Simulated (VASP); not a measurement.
Data:

```
TiTe
1.0
    0.00000     3.07762     3.07762
    3.07762     0.00000     3.07762
    3.07762     3.07762     0.00000
Ti Te
1 1
Direct
  0.00000   0.00000   0.00000
  0.25000   0.25000   0.25000
```

Computed with PBEsol GGA, VASP's PBE PAW potentials (set 64) (plane waves; VASP 6.6.1). Settings: 400 eV cut-off, Gaussian smearing of 0.050 eV, potentials Ti_sv Te.

Unless said otherwise, spin-orbit coupling is left out, though it shifts the bands of the heavy elements here.

Task: What does the run give for the band gap (along the path) with the smallest direct gap where there is one?

Result: 
| Property | Value |
|---|---|
| band gap (along the path) | none (metal, semimetal or under 0.01 eV) |

The structure was generated: TiTe was put into the zinc blende type (F-43m), which need not be its known phase. It was relaxed first, which changed the volume by -28 %.
